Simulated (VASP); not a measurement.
KCl (rock salt), at 1.04 of the tabulated volume:

```
CELL_PARAMETERS angstrom
      0.00000     3.18639     3.18639
      3.18639     0.00000     3.18639
      3.18639     3.18639     0.00000
ATOMIC_POSITIONS crystal
  K  0.00000 0.00000 0.00000
  Cl 0.50000 0.50000 0.50000
```

The lowest empty band near Γ, direction [110], from PBE with spin-orbit coupling in VASP (PAW); its two spin partners are averaged. The gap over the points computed is 5.02 eV, and the next band on that side lies 3.30 eV away at the edge.

Run with 400 eV cut-off, 8×8×8 Γ-centred mesh, Gaussian smearing of 0.050 eV, potentials K_sv Cl.

```tsv
distance from the edge in k (1/Å)	distance in energy (meV)
0.025	5.3
0.035	10.3
0.050	21.1
0.070	41.1
```

Task: Fit E(1 + αE) = ħ²k²/2m* (ħ²/2m0 = 3.810 eV Å²) and predict the row at 0.095 1/Å.

Result: The rows don't resolve α, so a parabola serves: the electron mass is m* = 0.454 m0, and so 75.8 meV. The run gave 75.1 meV, -0.7 meV from the fit.

Left out are points under 3 meV from the edge, since the levels carry 0.1 meV, and points farther than half the way to the next band.

The compound is KCl in the rock salt structure. The cell was not relaxed at this level.
